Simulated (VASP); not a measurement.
Data:

```yaml
crystal:
  lattice:
    - [3.04165, 0.00000, 0.00000]
    - [0.00000, 3.04165, 0.00000]
    - [0.00000, 0.00000, 3.04165]
  atoms:
    - { symbol: Ti, position: [0.00000, 0.00000, 0.00000] }
    - { symbol: Ru, position: [0.50000, 0.50000, 0.50000] }
```

All values below come from PBEsol GGA, VASP's PBE PAW potentials (set 64) (plane waves; VASP 6.6.1). Numerical set-up: 400 eV cut-off, Gaussian smearing of 0.050 eV, potentials Ti_sv Ru_pv.

### Question
Give the energies of bands 8 to 16 at the high-symmetry points, in eV from the Fermi level.

### Answer

```
band      Γ      X      M      R
----  -----  -----  -----  -----
8     -7.33  -4.42  -5.14  -3.53
9     -5.13  -3.53  -4.93  -3.53
10    -5.13  -3.19  -3.18  -3.53
11    -1.53  -1.78  -3.18  -1.48
12    -1.53  -1.78   0.52  -1.48
13    -1.53  -0.99   0.97  -1.48
14     1.56  -0.54   1.35   0.60
15     1.56   0.66   1.35   0.60
16     3.36   0.66   1.93   3.00
```

It has no gap at this level: it comes out as a metal or semimetal.

The structure comes from a computed database's TiRu entry (Pm-3m); how it stands against other phases isn't given here. It was relaxed first.
